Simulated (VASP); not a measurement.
Input:

```xyz
1
Lattice="-1.5800 1.5800 1.5800 1.5800 -1.5800 1.5800 1.5800 1.5800 -1.5800" Properties=species:S:1:pos:R:3 pbc="T T T"
W      0.0000     0.0000     0.0000
```

Method: PBE GGA, VASP's PBE PAW potentials (set 64) (plane waves; VASP 6.6.1). Settings: 400 eV cut-off, 12×12×12 Γ-centred mesh, first-order Methfessel-Paxton smearing of 0.10 eV, potentials W_sv.

Unless said otherwise, spin-orbit coupling is left out, though it shifts the bands of the heavy elements here.

Task: Estimate the energy per atom (σ→0), pressure, band gap (on the k-mesh) with the smallest direct gap where there is one.

Result: 
```yaml
band gap (on the k-mesh): none (metal, semimetal or under 0.01 eV)
energy per atom (σ→0): -12.945 eV/atom
pressure: 79.6 kbar
```

Total energies compare only between runs with the same potentials, cut-off and functional.

The compound is W in the bcc structure. The cell was not relaxed at this level.
